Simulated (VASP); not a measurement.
Consider the following.

```
Al3GaN4
1.0
    0.00000     2.20362     2.20362
    2.20362     0.00000     2.20362
    8.81375     8.81375     0.00073
Ga N Al
1 4 3
Direct
  0.00039   0.00039   0.99971
  0.24366   0.24366   0.06726
  0.24863   0.24863   0.31353
  0.25151   0.25151   0.56136
  0.25640   0.25640   0.80770
  0.99653   0.99653   0.25260
  0.00001   0.00001   0.49999
  0.00286   0.00286   0.74785
```

These are PBEsol GGA, VASP's PBE PAW potentials (set 64) (plane waves; VASP 6.6.1) values and carry that method's errors. Run with 520 eV cut-off, 10×10×3 Γ-centred mesh, tetrahedra with Blöchl corrections, potentials Ga_d N Al.

The cores are frozen, which limits the accuracy of field gradients.

Question: Give the principal components of the electric field gradient (V/Å²) and the asymmetry η at each nucleus.

Answer: 
| atom | Vxx | Vyy | Vzz | η |
|---|---|---|---|---|
| Ga1 | -3.7 | -3.6 | 7.3 | 0.00 |
| N2 | 7.4 | 7.4 | -14.9 | 0.00 |
| N3 | 0.7 | 0.7 | -1.3 | 0.00 |
| N4 | 1.0 | 1.0 | -2.0 | 0.00 |
| N5 | -10.2 | -10.2 | 20.4 | 0.00 |
| Al6 | 0.8 | 0.8 | -1.6 | 0.00 |
| Al7 | 0.4 | 0.4 | -0.8 | 0.00 |
| Al8 | -0.6 | -0.6 | 1.2 | 0.00 |

The structure was generated: Al3GaN4 was put into an ordered model structure (R3m), which need not be its known phase. It was relaxed first.
